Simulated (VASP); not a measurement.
Computed with r2SCAN+rVV10, VASP's PBE PAW potentials (set 64) (plane waves; VASP).

The input files of a VASP run:

### POSCAR
```
Al
1
    0.0000000000     1.9891761407     1.9891761407
    1.9891761407     0.0000000000     1.9891761407
    1.9891761407     1.9891761407     0.0000000000
Al
1
Direct
  0.0000000000   0.0000000000   0.0000000000
```

KPOINTS:
```
Automatic mesh
0
Gamma
18 18 18
0 0 0
```

**INCAR**
```
SYSTEM = Al
PREC = Accurate; ENCUT = 520; LREAL = .FALSE.
LASPH = .TRUE.
EDIFF = 1E-7; NELM = 100; ALGO = Normal
LMIXTAU = .TRUE.
ISMEAR = -5
METAGGA = R2SCAN; LUSE_VDW = .TRUE.; BPARAM = 11.95
CPARAM = 0.0093
ISIF = 2
LWAVE = .FALSE.; LCHARG = .FALSE.; LORBIT = 11
NEDOS = 601
```

### KPOINTS_OPT
```
k-points along high-symmetry lines
10
Line-mode
Reciprocal
  0.000000   0.000000   0.000000 ! GAMMA
  0.500000   0.000000   0.500000 ! X

  0.500000   0.000000   0.500000 ! X
  0.625000   0.250000   0.625000 ! U

  0.375000   0.375000   0.750000 ! K
  0.000000   0.000000   0.000000 ! GAMMA

  0.000000   0.000000   0.000000 ! GAMMA
  0.500000   0.500000   0.500000 ! L

  0.500000   0.500000   0.500000 ! L
  0.500000   0.250000   0.750000 ! W

  0.500000   0.250000   0.750000 ! W
  0.500000   0.000000   0.500000 ! X
```

POTCAR, in this order: Al (PBE.64 set). Program: vasp_std.

Output

**OSZICAR**
```
       N       E                     dE             d eps       ncg     rms          rms(c)
DAV:   1    -0.448825639339E+01   -0.44883E+01   -0.89840E+02  2015   0.344E+02
DAV:   2    -0.682834433634E+01   -0.23401E+01   -0.22767E+01  2475   0.341E+01
DAV:   3    -0.684737308851E+01   -0.19029E-01   -0.19011E-01  2580   0.366E+00
DAV:   4    -0.684745108215E+01   -0.77994E-04   -0.79355E-04  2620   0.217E-01
DAV:   5    -0.684745159214E+01   -0.51000E-06   -0.51311E-06  2710   0.150E-02    0.311E+00
DAV:   6    -0.665985221000E+01    0.18760E+00   -0.10138E-01  2620   0.227E+00    0.195E+00
DAV:   7    -0.694590010079E+01   -0.28605E+00   -0.75682E-02  2360   0.201E+00    0.708E-01
DAV:   8    -0.661246224740E+01    0.33344E+00   -0.10147E-01  2335   0.231E+00    0.230E-01
DAV:   9    -0.667178275136E+01   -0.59321E-01   -0.43818E-02  2000   0.120E+00    0.107E-01
DAV:  10    -0.667360013580E+01   -0.18174E-02   -0.19671E-03  2650   0.375E-01    0.183E-01
DAV:  11    -0.667462595368E+01   -0.10258E-02   -0.15459E-04  2605   0.107E-01    0.144E-01
DAV:  12    -0.667252305014E+01    0.21029E-02   -0.64719E-04  2265   0.189E-01    0.578E-02
DAV:  13    -0.667251905125E+01    0.39989E-05   -0.21412E-05  2755   0.479E-02    0.462E-02
DAV:  14    -0.667251368200E+01    0.53693E-05   -0.25645E-06  2050   0.171E-02    0.436E-02
DAV:  15    -0.667251423193E+01   -0.54993E-06   -0.15681E-05  2040   0.377E-02    0.522E-02
DAV:  16    -0.667251424658E+01   -0.14652E-07   -0.11211E-05  2520   0.362E-02    0.578E-02
DAV:  17    -0.667251429698E+01   -0.50398E-07   -0.52476E-07  2215   0.906E-03
   1 F= -.66725143E+01 E0= -.66725143E+01  d E =0.000000E+00
       N       E                     dE             ncg
```

OUTCAR:
```
------------------------ aborting loop because EDIFF is reached ----------------------------------------
  FORCE on cell =-STRESS in cart. coord.  units (eV):
  Direction    XX          YY          ZZ          XY          YZ          ZX
  --------------------------------------------------------------------------------------
  Total        0.0165313      0.0165313      0.0165313      0.0000000     -0.0000000      0.0000000
  in kB        1.6825488      1.6825488      1.6825488      0.0000000     -0.0000000      0.0000000
  external PRESSURE =       1.6825488 kB  Pullay stress =       0.0000000 kB
  volume of cell :       15.74
      direct lattice vectors                 reciprocal lattice vectors
     0.000000000  1.989176141  1.989176141    -0.251360345  0.251360345  0.251360345
     1.989176141  0.000000000  1.989176141     0.251360345 -0.251360345  0.251360345
     1.989176141  1.989176141  0.000000000     0.251360345  0.251360345 -0.251360345
 POSITION                                       TOTAL-FORCE (eV/Angst)
 -----------------------------------------------------------------------------------
      0.00000      0.00000      0.00000         0.000000      0.000000      0.000000
 -----------------------------------------------------------------------------------
    total drift:                               -0.000000      0.000000     -0.000000
  FREE ENERGIE OF THE ION-ELECTRON SYSTEM (eV)
  ---------------------------------------------------
  free  energy   TOTEN  =        -6.6725142970 eV

  energy  without entropy=       -6.6725142970  energy(sigma->0) =       -6.67251430

 total charge

# of ion       s       p       d       tot
------------------------------------------
    1        0.414   0.374   0.000   0.788
```
(Selected blocks of OUTCAR.)

For a metal the tetrahedron method with Blöchl corrections gives inexact stress and forces.

The compound is Al in the fcc structure. It was relaxed first, which changed the volume by -5 %.
